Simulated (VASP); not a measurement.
Here is the system:

```xyz
6
Lattice="1.5830 -2.7418 0.0000 1.5830 2.7418 0.0000 0.0000 0.0000 13.4030" Properties=species:S:1:pos:R:3 pbc="T T T"
W      1.5830     0.9139     3.3508
W      1.5830    -0.9139    10.0523
S      1.5830     0.9139    11.6164
S      1.5830    -0.9139     4.9149
S      1.5830    -0.9139     1.7866
S      1.5830     0.9139     8.4881
```

Calculation: MS2 meta-GGA, VASP's PBE PAW potentials (set 64) (plane waves; VASP). Run with 520 eV cut-off, 9×9×2 Γ-centred mesh, tetrahedra with Blöchl corrections, potentials W_sv S.

Unless said otherwise, spin-orbit coupling is left out, though it shifts the bands of the heavy elements here.

Question: Give the energies of bands 17 to 30 at the high-symmetry points, in eV from the valence-band maximum.

Answer: 
```csv
band,Γ,M,K,A,L,H
17,-3.35,-5.13,-5.05,-3.35,-4.98,-5.00
18,-3.35,-4.85,-4.96,-3.35,-4.98,-5.00
19,-3.23,-3.96,-4.48,-2.67,-3.95,-4.51
20,-2.11,-3.94,-4.48,-2.67,-3.95,-4.51
21,-2.11,-2.71,-3.83,-2.10,-2.68,-3.77
22,-2.10,-2.65,-3.83,-2.10,-2.68,-3.77
23,-2.10,-1.78,-2.91,-2.10,-1.75,-2.94
24,-1.94,-1.72,-2.91,-2.10,-1.75,-2.94
25,-0.78,-1.39,-0.42,-0.28,-1.36,-0.38
26,0.00,-1.33,-0.34,-0.28,-1.36,-0.38
27,2.78,2.62,1.55,2.77,2.63,1.55
28,2.78,2.64,1.55,2.77,2.63,1.55
29,2.78,3.03,2.90,2.78,3.10,3.19
30,2.79,3.15,3.54,2.80,3.10,3.19
```

The gap is indirect, 1.55 eV, from the valence maximum at Γ to the conduction minimum at K.

The compound is WS2 in the 2H layered structure. It was relaxed first, which changed the volume by +10 %.
